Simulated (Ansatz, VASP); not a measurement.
## Two plane-wave programs on ZrAl5N6

```
Zr Al N
1.0
     2.98864    0.00000    0.00000
     0.00000    2.98864    0.00000
     0.00000    0.00000   12.55126
Zr Al N
1 5 6
Direct
  0.00000 0.00000 0.00000
  0.00000 0.00000 0.65763
  0.50000 0.50000 0.81662
  0.50000 0.50000 0.18338
  0.00000 0.00000 0.34237
  0.50000 0.50000 0.50000
  0.00000 0.00000 0.81516
  0.50000 0.50000 0.00000
  0.00000 0.00000 0.18484
  0.50000 0.50000 0.34196
  0.00000 0.00000 0.50000
  0.50000 0.50000 0.65804
```

Alike in both runs: functional PBE; k mesh 6 × 6 × 2; occupations gaussian, width 0.1 eV; no spin polarisation.

Ansatz relaxed the structure, and its values are those at the end. VASP's run is a single point on that final structure, the one shown.

```csv
,VASP,Ansatz
version,VASP 6.6.1,Ansatz 0.2.0
potentials or method,"VASP PAW PBE potentials, release 64 (Zr_sv, Al, N)","scalar-relativistic, plane waves, PAW"
plane-wave cutoff (eV),520,420
valence electrons in the cell,57,57
```

```tsv
	VASP	Ansatz	Ansatz less VASP
gap on the k mesh at the Fermi level (eV)	none	none	-
pressure (GPa)	-0.1	0.0	+0.09
```

A gap of «none» marks a metal or a gap that the smearing closes.
